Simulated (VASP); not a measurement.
```
CsCl
1.0
    4.14288     0.00000     0.00000
    0.00000     4.14288     0.00000
    0.00000     0.00000     4.14288
Cs Cl
1 1
Direct
  0.00000   0.00000   0.00000
  0.50000   0.50000   0.50000
```

These are r2SCAN meta-GGA, VASP's PBE PAW potentials (set 64) (plane waves; VASP) values and carry that method's errors. Numerical set-up: 480 eV cut-off, 6×6×6 Γ-centred mesh, Gaussian smearing of 0.050 eV, potentials Cs_sv Cl.

Energy and stress use the plane-wave basis of the starting cell.

Q: The ions, cell shape and volume at an external pressure of 2.0 GPa are relaxed. Give the cell that the relaxation ends in.

A: 
```
CsCl
1.0
    4.02491     0.00000     0.00000
    0.00000     4.02491     0.00000
    0.00000     0.00000     4.02491
Cs Cl
1 1
Cartesian
  0.00000   0.00000   0.00000
  2.01245   2.01245   2.01245
```
Space group Pm-3m (221), at a tolerance of 0.03 Å.

Q: How do energy and volume change from the first to the last step?

A: The energy (σ→0) changes by +16.4 meV/atom and the volume by -8.3 %, in 3 ionic steps.

The compound is CsCl in the CsCl type structure. This run relaxes it under an external pressure of 2 GPa. Symmetry was kept, so distortions that lower it aren't found.
